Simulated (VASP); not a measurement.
Method: revTPSS meta-GGA, VASP's PBE PAW potentials (set 64) (plane waves; VASP).

A VASP calculation is set up with these files.

### KPOINTS
```
K-points
0
G
 6 6 3
```

File POSCAR:
```
MgI2
1.0
  2.0474195399  -3.5462342422   0.0000000000
  2.0474195399   3.5462342422   0.0000000000
  0.0000000000   0.0000000000   7.4552547474
Mg I
1 2
Direct
  0.0000000000   0.0000000000   0.0000000000
  0.3333330000   0.6666670000   0.2195370402
  0.6666670000   0.3333330000   0.7804629598
```

INCAR:
```
# general
SYSTEM   =  MgI2
PREC     =  Accurate
ENCUT    =  520
LREAL    =  .FALSE.
LASPH    =  .TRUE.

# electronic loop
EDIFF    =  1E-7
NELM     =  100
ALGO     =  Normal
LMAXMIX  =  4
LMIXTAU  =  .TRUE.

# smearing
ISMEAR   =  0
SIGMA    =  0.05

# functional
METAGGA  =  RTPSS

# ions
IBRION   =  2
NSW      =  30
ISIF     =  4
EDIFFG   =  -0.01

# output
LWAVE    =  .FALSE.
LCHARG   =  .FALSE.
```

POTCAR, in this order: Mg I (PBE.64 set). Program: vasp_std.

The resulting files:

File OUTCAR:
```
 ion  position               nearest neighbor table
   1  0.000  0.000  0.000-   2 2.88   3 2.88   3 2.88   2 2.88   3 2.88   2 2.88
   2  0.333  0.667  0.220-   1 2.88   1 2.88   1 2.88
   3  0.667  0.333  0.780-   1 2.88   1 2.88   1 2.88
  LATTYP: Found a hexagonal cell.
 ALAT       =     4.0948387115
 C/A-ratio  =     1.8206467392
 Subroutine PRICEL returns:
 Original cell was already a primitive cell.
 Subroutine GETGRP returns: Found 12 space group operations
The static configuration has the point symmetry D_3d.
The dynamic configuration has the point symmetry D_3d.
 Subroutine INISYM returns: Found 12 space group operations
 Subroutine IBZKPT returns following result:
 Found     17 irreducible k-points:

 Following reciprocal coordinates:
            Coordinates               Weight
  0.000000  0.000000  0.000000      1.000000
  0.166667 -0.000000  0.000000      6.000000
  0.333333  0.000000  0.000000      6.000000
  0.500000 -0.000000  0.000000      3.000000
  0.166667  0.166667  0.000000      6.000000
  0.333333  0.166667  0.000000     12.000000
  0.333333  0.333333  0.000000      2.000000
  0.000000  0.000000  0.333333      2.000000
  0.166667 -0.000000  0.333333      6.000000
 -0.000000  0.166667  0.333333      6.000000
  0.333333  0.000000  0.333333      6.000000
  0.000000  0.333333  0.333333      6.000000
  0.500000 -0.000000  0.333333      6.000000
  0.166667  0.166667  0.333333     12.000000
  0.333333  0.166667  0.333333     12.000000
 -0.166667  0.500000  0.333333     12.000000
  0.333333  0.333333  0.333333      4.000000
   k-points           NKPTS =     17   k-points in BZ     NKDIM =     17   number of bands    NBANDS=     12
   number of dos      NEDOS =    301   number of ions     NIONS =      3
   total plane-waves  NPLWV =  50400
   dimension x,y,z NGX =    30 NGY =   30 NGZ =   56
   dimension x,y,z NGXF=    60 NGYF=   60 NGZF=  112
...
```

File OSZICAR:
```
...
DAV:   6     0.294890281022E+02    0.47639E+00   -0.40069E+00   408   0.289E+01    0.300E+00
DAV:   7     0.309976080048E+02    0.15086E+01   -0.11341E+00   432   0.967E+00    0.849E-01
DAV:   8     0.308480669064E+02   -0.14954E+00   -0.48712E-02   484   0.215E+00    0.482E-01
DAV:   9     0.308453222942E+02   -0.27446E-02   -0.23756E-02   476   0.126E+00    0.242E-01
DAV:  10     0.307515333901E+02   -0.93789E-01   -0.56054E-02   464   0.212E+00    0.276E-01
DAV:  11     0.307513215960E+02   -0.21179E-03   -0.51295E-03   444   0.864E-01    0.293E-01
DAV:  12     0.307663168618E+02    0.14995E-01   -0.73862E-03   416   0.995E-01    0.130E-01
DAV:  13     0.307387240891E+02   -0.27593E-01   -0.18306E-02   412   0.132E+00    0.120E-01
DAV:  14     0.307379376409E+02   -0.78645E-03   -0.13096E-03   508   0.296E-01    0.372E-02
DAV:  15     0.307378205206E+02   -0.11712E-03   -0.37892E-05   488   0.668E-02    0.414E-02
DAV:  16     0.307379082703E+02    0.87750E-04   -0.88601E-05   460   0.963E-02    0.224E-02
DAV:  17     0.307377534226E+02   -0.15485E-03   -0.75143E-05   428   0.127E-01    0.108E-02
DAV:  18     0.307377573563E+02    0.39337E-05   -0.11551E-05   460   0.506E-02    0.453E-03
DAV:  19     0.307377474600E+02   -0.98963E-05   -0.25916E-06   472   0.220E-02    0.380E-03
DAV:  20     0.307377459767E+02   -0.14833E-05   -0.10740E-06   504   0.122E-02    0.344E-03
DAV:  21     0.307377457152E+02   -0.26156E-06   -0.21919E-07   408   0.532E-03    0.295E-03
DAV:  22     0.307377457306E+02    0.15459E-07   -0.14142E-07   320   0.428E-03
   1 F= 0.30737746E+02 E0= 0.30737746E+02  d E =0.307377E+02
       N       E                     dE             d eps       ncg     rms          rms(c)
DAV:   1     0.307318185810E+02   -0.59271E-02   -0.41383E-01   412   0.376E+00    0.338E-01
DAV:   2     0.307287547958E+02   -0.30638E-02   -0.15703E-02   480   0.880E-01    0.131E-01
DAV:   3     0.307283817189E+02   -0.37308E-03   -0.26352E-04   484   0.154E-01    0.893E-02
DAV:   4     0.307283337589E+02   -0.47960E-04   -0.13373E-04   472   0.860E-02    0.372E-02
DAV:   5     0.307283212281E+02   -0.12531E-04   -0.28785E-05   452   0.434E-02    0.127E-02
DAV:   6     0.307283229028E+02    0.16747E-05   -0.39336E-06   436   0.210E-02    0.290E-03
DAV:   7     0.307283222840E+02   -0.61883E-06   -0.32851E-06   480   0.207E-02    0.206E-03
DAV:   8     0.307283204013E+02   -0.18827E-05   -0.58373E-07   428   0.867E-03    0.811E-04
DAV:   9     0.307283203405E+02   -0.60817E-07   -0.88951E-08   348   0.291E-03
   2 F= 0.30728320E+02 E0= 0.30728320E+02  d E =-.942539E-02
       N       E                     dE             d eps       ncg     rms          rms(c)
DAV:   1     0.307465330956E+02    0.18213E-01   -0.37164E+00   416   0.112E+01    0.986E-01
DAV:   2     0.307230859918E+02   -0.23447E-01   -0.14585E-01   480   0.268E+00    0.399E-01
DAV:   3     0.307165074719E+02   -0.65785E-02   -0.29759E-03   464   0.581E-01    0.275E-01
DAV:   4     0.307158682067E+02   -0.63927E-03   -0.12879E-03   472   0.275E-01    0.115E-01
DAV:   5     0.307157331007E+02   -0.13511E-03   -0.28025E-04   448   0.137E-01    0.423E-02
DAV:   6     0.307157364059E+02    0.33052E-05   -0.31469E-05   420   0.589E-02    0.102E-02
DAV:   7     0.307157486889E+02    0.12283E-04   -0.34415E-05   484   0.655E-02    0.804E-03
DAV:   8     0.307157171319E+02   -0.31557E-04   -0.90978E-06   428   0.334E-02    0.250E-03
DAV:   9     0.307157168148E+02   -0.31710E-06   -0.95310E-07   432   0.904E-03    0.665E-04
DAV:  10     0.307157167042E+02   -0.11067E-06   -0.37351E-07   448   0.574E-03    0.855E-04
DAV:  11     0.307157165840E+02   -0.12013E-06   -0.94285E-08   308   0.306E-03    0.558E-04
DAV:  12     0.307157165360E+02   -0.48068E-07   -0.47996E-08   300   0.192E-03
   3 F= 0.30715717E+02 E0= 0.30715717E+02  d E =-.220292E-01
       N       E                     dE             d eps       ncg     rms          rms(c)
DAV:   1     0.307031863836E+02   -0.12530E-01   -0.60581E-01   412   0.429E+00    0.506E-01
DAV:   2     0.307090564366E+02    0.58701E-02   -0.18792E-02   452   0.102E+00    0.212E-01
DAV:   3     0.307101831613E+02    0.11267E-02   -0.27336E-03   496   0.383E-01    0.121E-01
DAV:   4     0.307109638702E+02    0.78071E-03   -0.20911E-03   488   0.318E-01    0.330E-02
DAV:   5     0.307108070803E+02   -0.15679E-03   -0.47560E-04   424   0.184E-01    0.284E-02
DAV:   6     0.307107433143E+02   -0.63766E-04   -0.32758E-05   488   0.508E-02    0.208E-02
DAV:   7     0.307106853832E+02   -0.57931E-04   -0.30937E-05   432   0.512E-02    0.760E-03
DAV:   8     0.307106829989E+02   -0.23843E-05   -0.10022E-05   472   0.292E-02    0.455E-03
DAV:   9     0.307106784999E+02   -0.44990E-05   -0.23834E-06   444   0.166E-02    0.289E-03
DAV:  10     0.307106770472E+02   -0.14527E-05   -0.18355E-06   444   0.112E-02    0.775E-04
DAV:  11     0.307106769856E+02   -0.61542E-07   -0.12307E-07   400   0.363E-03
   4 F= 0.30710677E+02 E0= 0.30710677E+02  d E =-.503955E-02
       N       E                     dE             d eps       ncg     rms          rms(c)
DAV:   1     0.306912569332E+02   -0.19420E-01   -0.13625E+00   412   0.643E+00    0.751E-01
DAV:   2     0.307043179235E+02    0.13061E-01   -0.42611E-02   456   0.153E+00    0.318E-01
DAV:   3     0.307067490689E+02    0.24311E-02   -0.61652E-03   496   0.577E-01    0.181E-01
DAV:   4     0.307084401122E+02    0.16910E-02   -0.44833E-03   500   0.472E-01    0.476E-02
DAV:   5     0.307080792406E+02   -0.36087E-03   -0.10465E-03   428   0.276E-01    0.419E-02
DAV:   6     0.307079355031E+02   -0.14374E-03   -0.68717E-05   484   0.749E-02    0.301E-02
DAV:   7     0.307078155025E+02   -0.12000E-03   -0.63324E-05   428   0.745E-02    0.108E-02
DAV:   8     0.307078103134E+02   -0.51892E-05   -0.21677E-05   472   0.432E-02    0.658E-03
DAV:   9     0.307078006167E+02   -0.96967E-05   -0.49919E-06   440   0.242E-02    0.416E-03
DAV:  10     0.307077977007E+02   -0.29159E-05   -0.34464E-06   448   0.154E-02    0.118E-03
DAV:  11     0.307077975453E+02   -0.15541E-06   -0.31413E-07   464   0.565E-03    0.815E-04
DAV:  12     0.307077976377E+02    0.92346E-07   -0.11118E-07   324   0.394E-03
   5 F= 0.30707798E+02 E0= 0.30707798E+02  d E =-.791890E-02
       N       E                     dE             d eps       ncg     rms          rms(c)
DAV:   1     0.307077781209E+02   -0.19424E-04   -0.15325E-03   408   0.216E-01    0.255E-02
DAV:   2     0.307077927718E+02    0.14651E-04   -0.46872E-05   464   0.509E-02    0.108E-02
DAV:   3     0.307077954307E+02    0.26588E-05   -0.65163E-06   496   0.188E-02    0.612E-03
DAV:   4     0.307077974379E+02    0.20072E-05   -0.52319E-06   496   0.159E-02    0.168E-03
DAV:   5     0.307077970599E+02   -0.37799E-06   -0.11767E-06   428   0.899E-03    0.142E-03
DAV:   6     0.307077969002E+02   -0.15967E-06   -0.74710E-08   324   0.254E-03    0.101E-03
DAV:   7     0.307077967603E+02   -0.13994E-06   -0.76981E-08   280   0.278E-03    0.365E-04
DAV:   8     0.307077967891E+02    0.28774E-07   -0.36771E-08   280   0.188E-03
   6 F= 0.30707797E+02 E0= 0.30707797E+02  d E =-.791975E-02
       N       E                     dE             d eps       ncg     rms          rms(c)
DAV:   1     0.307078503910E+02    0.53631E-04   -0.20017E-02   412   0.822E-01    0.704E-02
DAV:   2     0.307077032636E+02   -0.14713E-03   -0.74876E-04   492   0.193E-01    0.276E-02
DAV:   3     0.307076913975E+02   -0.11866E-04   -0.12972E-05   472   0.340E-02    0.189E-02
DAV:   4     0.307076917067E+02    0.30918E-06   -0.90377E-06   468   0.220E-02    0.775E-03
DAV:   5     0.307076907200E+02   -0.98675E-06   -0.20161E-06   452   0.112E-02    0.217E-03
DAV:   6     0.307076909833E+02    0.26335E-06   -0.25442E-07   340   0.540E-03    0.672E-04
DAV:   7     0.307076908520E+02   -0.13134E-06   -0.17868E-07   348   0.473E-03    0.300E-04
DAV:   8     0.307076908165E+02   -0.35431E-07   -0.38123E-08   248   0.198E-03
   7 F= 0.30707691E+02 E0= 0.30707691E+02  d E =-.105973E-03
```

OUTCAR:
```
------------------------ aborting loop because EDIFF is reached ----------------------------------------
  FORCE on cell =-STRESS in cart. coord.  units (eV):
  Direction    XX          YY          ZZ          XY          YZ          ZX
  --------------------------------------------------------------------------------------
  Total        0.2189033      0.2189033      0.2375172      0.0000000      0.0000000      0.0000000
  in kB        3.2396362      3.2396351      3.5151093      0.0000000      0.0000000      0.0000000
  external PRESSURE =       3.3314602 kB  Pullay stress =       0.0000000 kB
  volume of cell :      108.26
      direct lattice vectors                 reciprocal lattice vectors
     2.080081403 -3.602806089 -0.000000000     0.240375208 -0.138780714 -0.000000000
     2.080081403  3.602806089 -0.000000000     0.240375208  0.138780714  0.000000000
    -0.000000000 -0.000000000  7.222965349     0.000000000  0.000000000  0.138447293
 POSITION                                       TOTAL-FORCE (eV/Angst)
 -----------------------------------------------------------------------------------
     -0.00000     -0.00000      7.22297         0.000000     -0.000000      0.000000
      2.08008      1.20094      1.67055        -0.000000      0.000000      0.008977
      2.08008     -1.20094      5.55242        -0.000000     -0.000000     -0.008977
 -----------------------------------------------------------------------------------
    total drift:                               -0.000000     -0.000000      0.000000
  FREE ENERGIE OF THE ION-ELECTRON SYSTEM (eV)
  ---------------------------------------------------
  free  energy   TOTEN  =        30.7076908165 eV

  energy  without entropy=       30.7076908165  energy(sigma->0) =       30.70769082

 reached required accuracy - stopping structural energy minimisation
```
(Selected blocks of OUTCAR.)

File CONTCAR:
```
MgI2
   1.00000000000000
     2.0800814032830242   -3.6028060889000764   -0.0000000000000000
     2.0800814032830242    3.6028060889000764   -0.0000000000000000
    -0.0000000000000000   -0.0000000000000000    7.2229653487482679
  Mg              I
     1     2
Direct
     0.0000000000000000    0.0000000000000000    1.0000000000000000
     0.3333330000000032    0.6666669999999968    0.2312829431215124
     0.6666669999999968    0.3333330000000032    0.7687170568784875
```

Without a dispersion term in the relaxation, distances and binding between the weakly bound layers, chains or molecules are unreliable, and so is what depends on them.

The compound is MgI2 in the 1T layered structure. This cell is one point of a volume scan, at 0.94 of the reference volume. Symmetry was kept, so distortions that lower it aren't found.
